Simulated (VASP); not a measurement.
Given:

```xyz
4
Lattice="3.7392 0.0000 0.0000 0.0000 3.7392 0.0000 0.0000 0.0000 4.4295" Properties=species:S:1:pos:R:3 pbc="T T T"
Sn     1.8696     0.0000     3.2682
Sn     0.0000     1.8696     1.1613
O      1.8696     1.8696     0.0000
O      0.0000     0.0000     0.0000
```

Computed with PBEsol GGA, VASP's PBE PAW potentials (set 64) (plane waves; VASP). Run with 620 eV cut-off, 8×8×7 Γ-centred mesh, first-order Methfessel-Paxton smearing of 0.10 eV, potentials Sn_d O.

Energy and stress use the plane-wave basis of the starting cell. Without a dispersion term in the relaxation, distances and binding between the weakly bound layers, chains or molecules are unreliable, and so is what depends on them.

Task: The ions, cell shape and volume at an external pressure of 10.0 GPa are relaxed. What does this cell relax into?

Result: 
```xyz
4
Lattice="3.6915 0.0000 0.0000 0.0000 3.6915 0.0000 0.0000 0.0000 4.2896" Properties=species:S:1:pos:R:3 pbc="T T T"
Sn     1.8457     0.0000     3.1248
Sn     0.0000     1.8457     1.1648
O      1.8457     1.8457     0.0000
O      0.0000     0.0000     0.0000
```
Space group P4/nmm (129), at a tolerance of 0.03 Å.

Task: How do energy and volume change from the first to the last step?

Result: The energy (σ→0) changes by +40.4 meV/atom and the volume by -5.6 %, in 11 ionic steps.

| step | E(σ→0) (eV) | max force (eV/Å) | pressure (GPa) | volume (Å³) |
|---|---|---|---|---|
| 1 | -24.1207 | 0.009 | 5.11 | 61.93 |
| 2 | -23.8641 | 1.032 | 15.34 | 57.80 |
| 3 | -24.0213 | 0.498 | 9.97 | 59.79 |
| 4 | -23.9927 | 0.201 | 9.99 | 59.08 |
| 5 | -23.9531 | 0.074 | 9.96 | 58.39 |
| 6 | -23.9615 | 0.017 | 9.96 | 58.52 |
| 7 | -23.9576 | 0.001 | 10.13 | 58.44 |
| 8 | -23.9515 | 0.022 | 10.36 | 58.33 |
| 9 | -23.9717 | 0.091 | 9.38 | 58.66 |
| 10 | -23.9595 | 0.021 | 9.97 | 58.46 |
| 11 | -23.9592 | 0.018 | 9.99 | 58.45 |

The compound is SnO in the litharge structure. This run relaxes it under an external pressure of 10 GPa. Symmetry was kept, so distortions that lower it aren't found.
